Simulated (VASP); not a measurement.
Runs of VASP 6.6.1 on Si. Symmetry: Fd-3m, No. 227, cubic system. Conventional cell: a = 5.434 Å, b = 5.434 Å, c = 5.434 Å, α = 90.00°, β = 90.00°, γ = 90.00°. Si (site symmetry -43m) is surrounded by 4 Si at 2.35 Å. 

| task | cell | gap on the mesh (eV) | pressure (GPa) |
| --- | --- | --- | --- |
| single point | a relaxed cell with its volume scaled by 1.06 | (b) | -5.1 |
| single point | a relaxed cell with its volume scaled by 0.97 | 1.25 | 3.2 |
| relaxation of cell and atoms | relaxed | 1.31 | 0.0 |
| single point | as given | 1.31 | 0.0 |
| single point | a relaxed cell with its volume scaled by 1.03 | 1.37 | -2.8 |
| single point | a relaxed cell with its volume scaled by 1.09 | 1.44 | -7.1 |
| single point | a relaxed cell with its volume scaled by 0.94 | 1.18 | 7.0 |
| single point | a relaxed cell with its volume scaled by 0.91 | (a) | 11.3 |

Alike in all rows: level HSE06; potentials or basis VASP PAW PBE potentials, release 64 (Si); no spin polarisation; k mesh 6 × 6 × 6; cutoff (eV) 520; smearing gaussian 0.02 eV.

Task: Estimate the missing entries.

Result: (a) 1.11; (b) 1.40.

Caveats: the PAW data sets were made with another functional, which shifts forces and pressure a little; the relaxation stopped at its first step, so nothing moved (some runs).

A k mesh can miss the band edges.
